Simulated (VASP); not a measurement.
Given:

```
Al
1.0
    0.00000     1.99014     1.99014
    1.99014     0.00000     1.99014
    1.99014     1.99014     0.00000
Al
1
Direct
  0.00000   0.00000   0.00000
```

These are LDA (Ceperley-Alder, Perdew-Zunger), VASP's LDA PAW potentials (set 64) (plane waves; VASP) values and carry that method's errors. Run with 400 eV cut-off, 18×18×18 Γ-centred mesh, tetrahedra with Blöchl corrections, potentials Al.

Q: The job: Al (fcc), 1 atom, LDA, static run, 400 eV, 18×18×18 Γ-centred mesh. Roughly how much core time does it take on a busy server core?

A: About 4 core-seconds (one run on a shared machine, a rough figure). It had 195 irreducible k-points, 5 bands, up to 302 plane waves and 10 electronic steps.

The compound is Al in the fcc structure. It was relaxed first, which changed the volume by -5 %.
